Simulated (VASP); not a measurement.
Level of theory: LDA (Ceperley-Alder, Perdew-Zunger), VASP's LDA PAW potentials (set 64) (plane waves; VASP 6.6.1).

The input files of a VASP run:

### KPOINTS
```
Automatic mesh
0
gamma
  8 8 6
```

### POSCAR
```
VPt
1
    2.6862700000     0.0000000000     0.0000000000
    0.0000000000     2.6862700000     0.0000000000
    0.0000000000     0.0000000000     3.8925800000
V Pt
1 1
Direct
  0.4717820000   0.4625640000   0.5083590000
  0.0282180000   0.0374360000  -0.0083590000
```

INCAR:
```
SYSTEM = VPt
PREC = Accurate
ENCUT = 300
EDIFF = 1E-6
NELM = 100
ALGO = Normal
LREAL = .FALSE.
LASPH = .TRUE.
ISMEAR = 0
SIGMA = 0.136
LMAXMIX = 6
LWAVE = .FALSE.
LCHARG = .FALSE.
ISIF = 2
```

POTCAR, in this order: V_sv Pt (LDA.64 set). Program: vasp_std.

Q: What will the output report for the number of irreducible k-points (NKPTS), largest plane-wave count, number of space-group operations, FFT grid (NGX, NGY, NGZ)?

A: 
| Property | Result |
|---|---|
| number of irreducible k-points (NKPTS) | 196 |
| largest plane-wave count | 343 |
| number of space-group operations | 1 |
| FFT grid (NGX, NGY, NGZ) | 16 × 16 × 24 |

The structure comes from a computed database's VPt entry; how it stands against other phases isn't given here. The cell was not relaxed at this level, atoms are displaced from their ideal sites. The run is not spin-polarised, so no magnetic state was tried. The electron count is odd and the run is not spin-polarised, which forces a metal.
